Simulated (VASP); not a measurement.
These are PBEsol GGA, VASP's PBE PAW potentials (set 64) (plane waves; VASP 6.6.1) values and carry that method's errors.

VASP ran on this input.

### INCAR
```
SYSTEM = Ru
PREC = Accurate; ENCUT = 500; LREAL = .False.
LASPH = .True.
EDIFF = 1E-6; NELM = 100; ALGO = Normal
LMAXMIX = 4
ISMEAR = 1; SIGMA = 0.1
GGA = PS
IBRION = 2; NSW = 40; ISIF = 3
EDIFFG = -0.02; PSTRESS = 100
LWAVE = .False.; LCHARG = .False.
```

### POSCAR
```
Ru
1
    1.3396041845    -2.3202626641    -0.0000000000
    1.3396041845     2.3202626641     0.0000000000
    0.0000000000     0.0000000000     4.2238362985
Ru
2
Direct
  0.3333330000   0.6666670000   0.2500000000
  0.6666670000   0.3333330000   0.7500000000
```

### KPOINTS
```
Automatic
0
gamma
 16 16 9
```

POTCAR, in this order: Ru_pv (PBE.64 set). Program: vasp_std.

Output

File OUTCAR:
```
 ion  position               nearest neighbor table
   1  0.333  0.667  0.250-   2 2.62   2 2.62   2 2.62   2 2.62   2 2.62   2 2.62
   2  0.667  0.333  0.750-   1 2.62   1 2.62   1 2.62   1 2.62   1 2.62   1 2.62
  LATTYP: Found a hexagonal cell.
 ALAT       =     2.6792085028
 C/A-ratio  =     1.5765239227
 Subroutine PRICEL returns:
 Original cell was already a primitive cell.
 Subroutine GETGRP returns: Found 24 space group operations
The static configuration has the point symmetry D_3d.
 The point group associated with its full space group is D_6h.
The dynamic configuration has the point symmetry D_3d.
 Subroutine INISYM returns: Found 24 space group operations
 Subroutine IBZKPT returns following result:
 Found    150 irreducible k-points:

 Following reciprocal coordinates:
            Coordinates               Weight
  0.000000  0.000000  0.000000      1.000000
  0.062500  0.000000  0.000000      6.000000
  0.125000  0.000000  0.000000      6.000000
  0.187500  0.000000  0.000000      6.000000
  0.250000  0.000000  0.000000      6.000000
  0.312500  0.000000  0.000000      6.000000
  0.375000  0.000000  0.000000      6.000000
  0.437500  0.000000  0.000000      6.000000
  0.500000  0.000000  0.000000      3.000000
  0.062500  0.062500  0.000000      6.000000
  0.125000  0.062500  0.000000     12.000000
  0.187500  0.062500  0.000000     12.000000
  0.250000  0.062500  0.000000     12.000000
  0.312500  0.062500  0.000000     12.000000
  0.375000  0.062500  0.000000     12.000000
  0.437500  0.062500  0.000000     12.000000
  0.125000  0.125000  0.000000      6.000000
  0.187500  0.125000  0.000000     12.000000
  0.250000  0.125000  0.000000     12.000000
  0.312500  0.125000  0.000000     12.000000
  0.375000  0.125000  0.000000     12.000000
  0.437500  0.125000  0.000000      6.000000
  0.187500  0.187500  0.000000      6.000000
  0.250000  0.187500  0.000000     12.000000
  0.312500  0.187500  0.000000     12.000000
  0.375000  0.187500  0.000000     12.000000
  0.250000  0.250000  0.000000      6.000000
  0.312500  0.250000  0.000000     12.000000
  0.375000  0.250000  0.000000      6.000000
  0.312500  0.312500  0.000000      6.000000
  0.000000  0.000000  0.111111      2.000000
  0.062500  0.000000  0.111111     12.000000
  0.125000  0.000000  0.111111     12.000000
  0.187500  0.000000  0.111111     12.000000
  0.250000  0.000000  0.111111     12.000000
  0.312500  0.000000  0.111111     12.000000
  0.375000  0.000000  0.111111     12.000000
  0.437500  0.000000  0.111111     12.000000
  0.500000  0.000000  0.111111      6.000000
  0.062500  0.062500  0.111111     12.000000
   k-points           NKPTS =    150   k-points in BZ     NKDIM =    150   number of bands    NBANDS=     18
   number of dos      NEDOS =    301   number of ions     NIONS =      2
   total plane-waves  NPLWV =  12800
   dimension x,y,z NGX =    20 NGY =   20 NGZ =   32
   dimension x,y,z NGXF=    40 NGYF=   40 NGZF=   64
   ions per type =               2
   PREC   = accura    normal or accurate (medium, high low for compatibility)
   ISTART =      0    job   : 0-new  1-cont  2-samecut
   ICHARG =      2    charge: 1-file 2-atom 10-const
   ISPIN  =      1    spin polarized calculation?
   LNONCOLLINEAR =      F non collinear calculations
   LSORBIT =      F    spin-orbit coupling
   INIWAV =      1    electr: 0-lowe 1-rand  2-diag
   ENCUT  =  500.0 eV  36.75 Ry    6.06 a.u.   4.88  4.88  7.70*2*pi/ulx,y,z
   NELM   =    100;   NELMIN=  2; NELMDL= -5     # of ELM steps
   EDIFF  = 0.1E-05   stopping-criterion for ELM
   LREAL  =      F    real-space projection
...
```

**OSZICAR**
```
       N       E                     dE             d eps       ncg     rms          rms(c)
DAV:   1     0.280155872560E+03    0.28016E+03   -0.17642E+04  5408   0.169E+03
DAV:   2    -0.151287964386E+02   -0.29528E+03   -0.28955E+03  5684   0.492E+02
DAV:   3    -0.218435314055E+02   -0.67147E+01   -0.65095E+01  5624   0.792E+01
DAV:   4    -0.219132247521E+02   -0.69693E-01   -0.69489E-01  6534   0.714E+00
DAV:   5    -0.219142410833E+02   -0.10163E-02   -0.10163E-02  5800   0.818E-01    0.209E+01
DAV:   6    -0.204658540426E+02    0.14484E+01   -0.37379E+00  5466   0.203E+01    0.549E+00
DAV:   7    -0.203511762474E+02    0.11468E+00   -0.35153E-01  5562   0.561E+00    0.109E+00
DAV:   8    -0.203406702671E+02    0.10506E-01   -0.72103E-03  5532   0.104E+00    0.350E-01
DAV:   9    -0.203397913799E+02    0.87889E-03   -0.11981E-03  6730   0.400E-01    0.417E-02
DAV:  10    -0.203398135934E+02   -0.22213E-04   -0.34254E-05  6108   0.575E-02    0.113E-02
DAV:  11    -0.203398131989E+02    0.39444E-06   -0.30890E-06  4962   0.172E-02
   1 F= -.18700960E+02 E0= -.18701203E+02  d E =-.187010E+02
       N       E                     dE             d eps       ncg     rms          rms(c)
DAV:   1    -0.215999680990E+02   -0.12602E+01   -0.31641E+01  5440   0.695E+01    0.136E+01
DAV:   2    -0.202278039718E+02    0.13722E+01   -0.37724E+00  5436   0.213E+01    0.182E+00
DAV:   3    -0.201706383602E+02    0.57166E-01   -0.28048E-01  5552   0.528E+00    0.166E+00
DAV:   4    -0.201815145888E+02   -0.10876E-01   -0.10449E-02  5506   0.916E-01    0.433E-01
DAV:   5    -0.201831159932E+02   -0.16014E-02   -0.20108E-03  6292   0.311E-01    0.730E-02
DAV:   6    -0.201830758828E+02    0.40110E-04   -0.86552E-05  6232   0.683E-02    0.641E-03
DAV:   7    -0.201830761788E+02   -0.29602E-06   -0.55134E-06  5252   0.175E-02
   2 F= -.18636818E+02 E0= -.18636987E+02  d E =0.641419E-01
       N       E                     dE             d eps       ncg     rms          rms(c)
DAV:   1    -0.212236342477E+02   -0.10406E+01   -0.20094E+01  5444   0.571E+01    0.781E+00
DAV:   2    -0.203381762337E+02    0.88546E+00   -0.25417E+00  5438   0.171E+01    0.173E+00
DAV:   3    -0.203169656692E+02    0.21211E-01   -0.15348E-01  5538   0.385E+00    0.638E-01
DAV:   4    -0.203232263255E+02   -0.62607E-02   -0.50711E-03  5500   0.693E-01    0.225E-01
DAV:   5    -0.203246881977E+02   -0.14619E-02   -0.15332E-03  6080   0.278E-01    0.593E-02
DAV:   6    -0.203246893401E+02   -0.11424E-05   -0.66780E-05  6866   0.663E-02    0.155E-02
DAV:   7    -0.203246844422E+02    0.48979E-05   -0.34478E-06  4886   0.129E-02    0.582E-03
DAV:   8    -0.203246839446E+02    0.49757E-06   -0.21860E-07  2862   0.370E-03
   3 F= -.18706058E+02 E0= -.18706289E+02  d E =-.509788E-02
```

### OUTCAR
```
------------------------ aborting loop because EDIFF is reached ----------------------------------------
  FORCE on cell =-STRESS in cart. coord.  units (eV):
  Direction    XX          YY          ZZ          XY          YZ          ZX
  --------------------------------------------------------------------------------------
  Total        1.5815382      1.5815384      1.6303041      0.0000000      0.0000000      0.0000000
  in kB       97.7086639     97.7086770    100.7214577      0.0000000      0.0000000      0.0000000
  external PRESSURE =      -1.2870671 kB  Pullay stress =     100.0000000 kB
  volume of cell :       25.93
      direct lattice vectors                 reciprocal lattice vectors
     1.334084679 -2.310702600 -0.000000000     0.374788803 -0.216384402 -0.000000000
     1.334084679  2.310702600  0.000000000     0.374788803  0.216384402  0.000000000
     0.000000000 -0.000000000  4.206295254     0.000000000 -0.000000000  0.237738898
 POSITION                                       TOTAL-FORCE (eV/Angst)
 -----------------------------------------------------------------------------------
      1.33408      0.77024      1.05157         0.000000      0.000000      0.000000
      1.33408     -0.77024      3.15472        -0.000000     -0.000000      0.000000
 -----------------------------------------------------------------------------------
    total drift:                               -0.000011      0.000486     -0.000045
  FREE ENERGIE OF THE ION-ELECTRON SYSTEM (eV)
  ---------------------------------------------------
  free  energy   TOTEN  =       -20.3246839446 eV

  energy  without entropy=      -20.3253785691  energy(sigma->0) =      -20.32491549
  enthalpy is  TOTEN    =       -18.7060575549 eV   P V=        1.6186263898

 reached required accuracy - stopping structural energy minimisation
```
(Selected blocks of OUTCAR.)

CONTCAR:
```
Ru
   1.00000000000000
     1.3340846785246219   -2.3107026000366027   -0.0000000000000000
     1.3340846785246219    2.3107026000366027    0.0000000000000000
     0.0000000000000000   -0.0000000000000000    4.2062952539081540
  Ru
     2
Direct
     0.3333330000000032    0.6666669999999968    0.2500000000000000
     0.6666669999999968    0.3333330000000032    0.7500000000000000
```

The compound is Ru in the hcp structure. This run relaxes it under an external pressure of 10 GPa. Symmetry was kept, so distortions that lower it aren't found.
